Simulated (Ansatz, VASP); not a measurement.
## CoO: VASP beside Ansatz

One calculation is typed for both programs; each brings its own data sets. How far apart do they land? The cell is taken from a series of runs on this material, whose earlier steps may have relaxed, scaled, displaced or heated it; both programs get it as it stands.

Calculated with Ansatz 0.2.0; plane waves, with VASP 6.6.1 beside it; r2SCAN.

In doubt: on Fe and Co compounds r2SCAN can change the orbital order between nearby geometries, unless the shell is half filled, which bears on fits and elastic values.

### 1. The starting structure

It takes space group Fm-3m (No. 225, cubic). Conventional cell: a = 4.210 Å, b = 4.210 Å, c = 4.210 Å, α = 90.00°, β = 90.00°, γ = 90.00°. Co has 6 O at 2.10 Å nearest. Nearest to O lie 6 Co at 2.10 Å. Farther neighbours and most contacts between anions are not listed.

Coordinates:

```cif
data_structure
_symmetry_space_group_name_H-M 'P 1'
_symmetry_Int_Tables_number 1
_cell_length_a 2.9768
_cell_length_b 2.9768
_cell_length_c 2.9768
_cell_angle_alpha 60.000
_cell_angle_beta 60.000
_cell_angle_gamma 60.000
_cell_volume 18.65
loop_
_atom_site_label
_atom_site_type_symbol
_atom_site_fract_x
_atom_site_fract_y
_atom_site_fract_z
_atom_site_occupancy
Co1 Co 0.00000 0.00000 0.00000 1
O2 O 0.50000 0.50000 0.50000 1
```

### 2. Ansatz: elastic constants, r2SCAN

Ansatz runs on its default PAW (the set named soft_2) files.

Elastic constants are differences of stresses under small strains, so they test the stress and the mesh.

The input, input.yaml:

```yaml
crystal:
  lattice:
    - [0.0, 2.104912772, 2.104912772]
    - [2.104912772, 0.0, 2.104912772]
    - [2.104912772, 2.104912772, 0.0]
  atoms:
    - { symbol: Co, position: [0.0, 0.0, 0.0], spin: 2.86 }
    - { symbol: O, position: [0.5, 0.5, 0.5], spin: 0.34 }
kpoints:
  mp_grid: { grid: [10, 10, 10] }
hamiltonian:
  xc: r2scan
scf:
  occupations: { method: gaussian, width: 0.02 }
output:
  forces: true
  stress: true
  eigenvalues: true
  populations: true
magnetization:
  spin_polarized: true
elastic:
  mode: relaxed_ion
  stencil: two_point
```

Started as:

```bash
$ ansatz run input.yaml --threads 4 --pin off --max-ram 8192MiB --backend cpu --events-out ev --progress --plain --runs-dir out
```

Numbers of over 12 decimals in the logs are rounded to 6 here.

Log:

```text
Engine: ansatz 0.2.0, x86_64-unknown-linux-gnu
Pseudopotentials: kind: paw
Pseudopotential: Co, paw, valence charge 17, recommended cutoff 500 eV (meta_gga), Co.paw.azcp
Pseudopotential: O, paw, valence charge 6, recommended cutoff 500 eV (meta_gga), O.paw.azcp
Functional definition: r2SCAN
  parameter k0 = 0.174
  parameter k1 = 0.065
  parameter a1 = 4.9479
  exchange = r2scan_x(k0 = k0, k1 = k1, a1 = a1)
  correlation = r2scan_c
Crystal: 2 atoms, lattice volume = 18.652 Å³
Basis set: ecut = 500 eV, 459 PW (Γ), exchange–correlation on 96×96×96 points (64 copies of the dense FFT grid, shifted against one another)
Bands: 18, of which v1, the nominal top of the filled ones, is band 12 counted from 1 (11 counted from 0)
Symmetry: 48 space group operations
Space group: Fm-3m (ITA 225), of the structure as read, at distance tolerance 2.7e-5 Å
Magnetic group: BNS 225.116 (UNI 1618), of the structure as read, at distance tolerance 2.7e-5 Å
k-points: 47 of 1000
Non-local potential: Co, projectors of the file, l = 0: 3, l = 1: 2, l = 2: 3, l = 3: 1
Non-local potential: O, projectors of the file, l = 0: 2, l = 1: 2, l = 2: 1
PAW form: soft (Blöchl's): semilocal exchange-correlation on the pseudo side does not see the compensation charge
PAW frozen core: Co, regenerated for the run's functional (the file was generated under x = pbe(κ = 0.804, μ = 0.219515), c = pbe(β = 0.066725))
PAW frozen core: O, regenerated for the run's functional (the file was generated under x = pbe(κ = 0.804, μ = 0.219515), c = pbe(β = 0.066725))
PAW one-centre angular grid: Co, 590 points (default); XC on 160 Gauss nodes
PAW one-centre angular grid: O, 302 points (default); XC on 160 Gauss nodes
Initial density: superposition of atomic densities (chi_scale 0.1, normalization cell, long waves kept (reshape's long-wave potential 0.00 eV rms))
Starting moments: Σ|m| = 3.2 μB on 2 of 2 sites
Initial wavefunctions: pseudopotential atomic-orbital guess
Functional: x = r2scan, c = r2scan; τ floored in thin density (d = 2e-4 eV/Å³)
SCF 1 converged in 13 iterations: F = -5699.334400 eV  dr2 = 3.49e-9
  greatest PAW one-centre occupation: 1.008 electrons in one spin orbital (limit 2), on the Co atom at site 0 (counted from 0), in its partial waves of l = 1
Symmetry: 16 space group operations
k-points: 102 of 1000
Initial density: read from a saved state, or passed on in memory by an earlier SCF of this step, an earlier step, the calling program or the single point that the run made first
Starting moments: Σ|m| = 3.2 μB on 2 of 2 sites; this step starts from the density that it was given
Initial wavefunctions: those read from a saved state, or passed on in memory by an earlier step or the calling program
SCF 2 converged in 7 iterations: F = -5699.400713 eV  dr2 = 3.31e-10
SCF 3 converged in 2 iterations: F = -5699.400713 eV  dr2 = 1.18e-10
Symmetry: 8 space group operations
k-points: 171 of 1000
SCF 4 converged in 6 iterations: F = -5699.401530 eV  dr2 = 6.27e-9
Symmetry: 4 space group operations
k-points: 282 of 1000
SCF 5 converged in 7 iterations: F = -5699.569187 eV  dr2 = 1.66e-8
  greatest PAW one-centre occupation: 1.007 electrons in one spin orbital (limit 2), on the Co atom at site 0 (counted from 0), in its partial waves of l = 1
SCF 6 converged in 2 iterations: F = -5699.569187 eV  dr2 = 1.53e-9
Symmetry: 12 space group operations
k-points: 116 of 1000
Stability of the state it starts from, as read at its close in the collinear treatment: read near zero (lowest Ritz value 0.12 of the free energy's curvature over one without interaction, by its minimisation under the symmetry group of the SCF that read it); nothing settles its magnetic order
iter 1 solved again at ethr=4.68e-9 eV; its pass at ethr=3.10e-3 eV (dr2=1.08e-6 eV) is discarded
SCF iter   1: F=—  HF=-5699.569187 eV  |F-HF|=—  |Δ(HF+E_count)|=         —  Δρ=7.85e-6 (↑6.66e-6 ↓7.85e-6)  dr2=8.51e-9  dr2_τ=3.92e-10  dr2_m=3.16e-9  M=3.000 μB ∫|m|=3.023 μB  β_m=1.00  ethr=4.68e-9  ⟨swp⟩=4.3  Hψ=33174  notcnv=0
preconditioner: auto → none  [insulator: Δε(μ)=0.235 eV  Ē_g=17.004 eV  σ=0.020 eV  W_gap=1.00  n_scr=8 (ndim 8)  ℏωp=33.3 eV  f_vac=0.000  D(μ)=0.00/eV (n_scr^D=0)  ε∞_Penn≈4.8]
SCF iter   2: F=—  HF=-5699.569187 eV  |F-HF|=—  |Δ(HF+E_count)|=   3.11e-7  Δρ=4.63e-6 (↑4.48e-6 ↓4.63e-6)  dr2=8.56e-9  dr2_τ=2.73e-10  dr2_m=1.89e-10  M=3.000 μB ∫|m|=3.023 μB  β_m=1.00  ethr=3.70e-11  ⟨swp⟩=2.1  Hψ=6889  notcnv=0  κ⁻¹=1.0e0(r=1)
SCF iter   3: F=—  HF=-5699.569187 eV  |F-HF|=—  |Δ(HF+E_count)|=   1.38e-9  Δρ=2.92e-6 (↑2.55e-6 ↓2.92e-6)  dr2=3.29e-9  dr2_τ=3.94e-11  dr2_m=6.04e-11  M=3.000 μB ∫|m|=3.023 μB  β_m=1.00  ethr=3.70e-11  ⟨swp⟩=1.0  Hψ=4176  notcnv=0  κ⁻¹=8.9e-3(r=2)
[...]
SCF iter  17: F=—  HF=-5699.569009 eV  |F-HF|=—  |Δ(HF+E_count)|=  1.82e-12  Δρ=2.67e-8 (↑2.14e-8 ↓2.67e-8)  dr2=7.99e-14  dr2_τ=3.91e-15  dr2_m=2.12e-15  M=3.000 μB ∫|m|=3.022 μB  β_m=1.20  ethr=1.00e-12  ⟨swp⟩=4.0  Hψ=30066  notcnv=0  κ⁻¹=1.3e-5(r=8)
[...]
SCF iter  10: F=—  HF=-5699.569330 eV  |F-HF|=—  |Δ(HF+E_count)|=  2.91e-11  Δρ=5.88e-8 (↑3.99e-8 ↓5.88e-8)  dr2=2.76e-13  dr2_τ=1.65e-14  dr2_m=2.14e-14  M=3.000 μB ∫|m|=3.023 μB  β_m=1.20  ethr=6.12e-15 (applied; sched 1.00e-12)  ⟨swp⟩=2.6  Hψ=17590  notcnv=0  defer=882  κ⁻¹=6.1e-6(r=8)
SCF iter  11: F=—  HF=-5699.569330 eV  |F-HF|=—  |Δ(HF+E_count)|=  5.46e-12  Δρ=3.75e-8 (↑2.70e-8 ↓3.75e-8)  dr2=1.35e-13  dr2_τ=4.61e-15  dr2_m=6.55e-15  M=3.000 μB ∫|m|=3.023 μB  β_m=1.20  ethr=1.00e-12  ⟨swp⟩=4.4  Hψ=32077  notcnv=0  κ⁻¹=7.9e-6(r=8)
SCF iter  12: F=—  HF=-5699.569330 eV  |F-HF|=—  |Δ(HF+E_count)|=  1.82e-12  Δρ=2.44e-8 (↑1.72e-8 ↓2.44e-8)  dr2=4.73e-14  dr2_τ=1.67e-15  dr2_m=2.95e-15  M=3.000 μB ∫|m|=3.023 μB  β_m=1.20  ethr=1.00e-12  ⟨swp⟩=4.0  Hψ=31437  notcnv=0  κ⁻¹=8.7e-5(r=8)
SCF iter  13: F=-5699.569330 eV  HF=-5699.569330 eV  |F-HF|=0.00e0  |Δ(HF+E_count)|=  9.09e-13  Δρ=1.54e-8 (↑1.15e-8 ↓1.54e-8)  dr2=2.15e-14  dr2_τ=7.11e-16  dr2_m=1.04e-15  M=3.000 μB ∫|m|=3.023 μB  ethr=1.00e-12  ⟨swp⟩=4.0  Hψ=30828  notcnv=0
SCF 12 converged in 13 iterations: F = -5699.569330 eV  dr2 = 2.15e-14
SCF converged after 2 iterations
Stability not checked: this state was not tested for a lower state beside it, because the mixer in use, unlike msr1, does not test its closes by its own steps (another_mixer; see scf.mixing.algorithm and scf.lower_state_search)
Magnetization: 3.0000 μB (13.0000 up, 10.0000 down)
Absolute magnetization: 3.0207 μB (∫|ρ↑−ρ↓|, with the PAW one-centre terms)
Spin contamination: 0.0053 ħ² per cell (⟨S²⟩ above its minimum at these occupations)
Per-site moments (μB) at R_I (Å): [(2.592118, 0.868277), (0.281700, 0.868277)]
Free energy (F): -5699.569187 eV
Harris-Foulkes:  -5699.569187 eV  (|F-HF|=9.09e-13)
Internal energy: -5699.569187 eV  (E = F + TS)
E sigma→0 (E₀):  -5699.569187 eV
Fermi energy:    14.513881 eV
--- Per-component energies (eV) ---
  E_band       = -318.609414
  E_kinetic    = 620.307236
  E_local      = -3387.160819  (includes V_loc(G=0)·N_el)
  E_nonlocal   = 518.193594
  E_hartree    = 1395.133417
  E_xc         = -227.549759
  E_vxc        = -329.509758  (∫ρ·V_xc dr)
  E_paw        = -1689.571919  (= ΣΔE_a)
  E_vpaw       = -551.268215  (= ΣTr[D̂ρ^β])
  E_aug_tail   = 0.001052  (compensation charges beyond the density's cutoff)
  E_vtau       = 20.560659  (kinetic-family band-sum trace: ∫τ·v_τ [+ j·A + Jᵃ·Aᵃ] dr)
  E_ewald      = -2928.594842
  E_core_change = -0.327147  (= ΣΔE_core)
  E_smearing   = -0.000000  (= −TS)
  E_closure    = -0.000000  (closes the sum)
  Σ components = -5699.569187   (vs F -5699.569187, Δ=0.00e0)
--- Forces (eV/Å), atoms counted from 1 ---
  atom   1  Co     0.00000000     0.00000000     0.00000000
  atom   2  O      0.00000000     0.00000000     0.00000000
  max |Σ_I F_I| component: 7.99e-29 eV/Å
--- Stress (GPa, compression-positive) ---
        6.022420       0.689208      -0.689208
        0.689208       6.022420       0.689208
       -0.689208       0.689208       6.022420
  P = ⅓ Tr σ = 6.0224 GPa (60.224 kbar)
--- Band table (eV; the first three rows and the last of 232) ---
  k-point 0 ↑: bands = [... 8 lower, 10.9924, 11.0763, 11.0763, 11.2497, 11.2497, 15.9484, 31.9523, 33.1014, ... 2 higher]
  k-point 1 ↑: bands = [... 8 lower, 10.2989, 11.1383, 11.5996, 11.7763, 11.9613, 16.6451, 30.1184, 32.8317, ... 2 higher]
  k-point 2 ↑: bands = [... 8 lower, 10.2955, 11.3300, 11.8593, 12.7098, 12.8851, 18.0458, 27.7513, 31.6097, ... 2 higher]
  k-point 115 ↓: bands = [... 8 lower, 13.7672, 14.0215, 15.5857, 16.5331, 17.3495, 24.7725, 25.3000, 26.2831, ... 2 higher]
--- Elastic constants: 2 strain directions × 2 members + reference (group order 12) ---
  dense FFT box of the reference and of every strained cell: 24×24×24
  strains applied: 11, 23; error gains: componentwise 1.00 (the most a stress slope's error grows in a printed constant), spectral 1.73 (1 for all six strains in a standard setting)
  C = ∂σ_k/∂η_j (tension-positive GPa; Voigt order 11 22 33 23 13 12):
       347.125    164.692    164.692      5.336      5.619     -5.619
       164.692    347.125    164.692     -5.619     -5.336     -5.619
       164.692    164.692    347.125     -5.619      5.619      5.336
         6.049     -4.932     -4.932     60.906     -3.731      3.731
         4.932     -6.049      4.932     -3.731     60.906     -3.731
        -4.932     -4.932      6.049      3.731     -3.731     60.906
  reference stress σ⁰ (GPa):     -6.022     -6.022     -6.022     -0.689      0.689     -0.689
  C* (energy form; C + prestress term) asymmetry max|C*_kj − C*_jk| = 2.334e-2 GPa — a small one proves nothing (zero by symmetry where the batch's group is 432, −43m or m−3m); a large one is finite-difference/SCF noise where every solve meets its electron count
  moduli (Voigt/Reuss/Hill, GPa): K = 225.50/225.39/225.45   G = 73.03/69.25/71.14   E = 193.11   ν = 0.357
  mechanically stable: yes (min eigenvalue of sym C = 56.22 GPa)
  strain η (Voigt 11):  stress-route row diagonal C_11 = 347.13 GPa, energy-path curvature d²(F+E_count+ΔE)/dδ²/Ω₀ = 347.73 GPa
         δ    σ_11 (GPa)             F (eV)   n_scf  n_hpsi   n_pw
    -2.000e-3      -6.7245       -5699.5676976      19  390737    495   relax 0 steps, max|allowed force component| 1.97e-31 eV/Å
     2.000e-3      -5.3360       -5699.5705127      14  272351    495   relax 0 steps, max|allowed force component| 1.26e-29 eV/Å
  strain η (Voigt 23):  stress-route row diagonal C_44 = 60.91 GPa, energy-path curvature d²(F+E_count+ΔE)/dδ²/Ω₀ = 64.46 GPa
         δ    σ_23 (GPa)             F (eV)   n_scf  n_hpsi   n_pw
    -2.000e-3      -0.8111       -5699.5690093      18  361396    495   relax 0 steps, max|allowed force component| 3.47e-29 eV/Å
     2.000e-3      -0.5675       -5699.5693304      13  283969    495   relax 0 steps, max|allowed force component| 1.34e-29 eV/Å
--- Löwdin populations: 2 sites ---
  site symbol       q [e]    m [muB]
     0     Co     15.8002     2.6541
     1      O      7.0807     0.3488
  spilling = 0.005180 (of n_electrons = 23.000000)
```

(Continued in part 2 of 2.)

[Lines on the potential files, build, host, timing and source positions are cut from VASP's logs without a mark.]

[Logs are printed without paths, hosts, clocks, repeated set-up lines and the standing remarks that a program may print on its own settings, such as how far it seeks lower states.]

[Hosts, paths, dates, database ids (printed as entryN), source tags and the programs' standing remarks are cut or masked in the printed files.]
